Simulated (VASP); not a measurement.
These are PBEsol GGA, VASP's PBE PAW potentials (set 64) (plane waves; VASP) values and carry that method's errors.

A VASP calculation is set up with these files.

File KPOINTS:
```
Automatic mesh
0
Gamma
5 5 7
0 0 0
```

POSCAR:
```
SnO2
1
    4.7701778429     0.0000000000     0.0000000000
    0.0000000000     4.7701778429     0.0000000000
    0.0000000000     0.0000000000     3.2197953572
Sn O
2 4
Direct
  0.0000000000   0.0000000000   0.0000000000
  0.5000000000   0.5000000000   0.5000000000
  0.3063833544   0.3063833544   0.0000000000
  0.8063833544   0.1936166456   0.5000000000
  0.1936166456   0.8063833544   0.5000000000
  0.6936166456   0.6936166456   0.0000000000
```

INCAR:
```
ALGO=Normal
EDIFF=1E-6
EDIFFG=-0.02
ENCUT=620
GGA=PS
IBRION=2
ISIF=3
ISMEAR=0
LASPH=.TRUE.
LCHARG=.FALSE.
LMAXMIX=4
LREAL=.FALSE.
LWAVE=.FALSE.
NELM=100
NSW=40
PREC=Accurate
SIGMA=0.05
SYSTEM=SnO2
```

POTCAR, in this order: Sn_d O (PBE.64 set). Program: vasp_std.

Unless said otherwise, spin-orbit coupling is left out, though it shifts the bands of the heavy elements here.

### Question
Estimate the energy per atom (σ→0), volume per atom, band gap (on the k-mesh).

### Answer

```yaml
energy per atom (σ→0): -6.614 eV/atom
band gap (on the k-mesh): 0.90 eV
volume_per_atom: 12.19 Å³/atom
```

### OSZICAR
```
...
       N       E                     dE             d eps       ncg     rms          rms(c)
DAV:   1    -0.396833592371E+02   -0.16852E-02   -0.55556E-02  1883   0.337E+00    0.278E-01
DAV:   2    -0.396820872637E+02    0.12720E-02   -0.42203E-03  2131   0.748E-01    0.113E-01
DAV:   3    -0.396817697869E+02    0.31748E-03   -0.65313E-04  2216   0.533E-01    0.334E-02
DAV:   4    -0.396817403479E+02    0.29439E-04   -0.11829E-04  2330   0.200E-01    0.856E-03
DAV:   5    -0.396817419589E+02   -0.16110E-05   -0.32820E-05  2063   0.532E-02    0.369E-03
DAV:   6    -0.396817424195E+02   -0.46064E-06   -0.11337E-06  1073   0.113E-02
   2 F= -.39681742E+02 E0= -.39681742E+02  d E =-.682772E-04
```

The compound is SnO2 in the rutile structure. This run relaxes it. Symmetry was kept, so distortions that lower it aren't found.
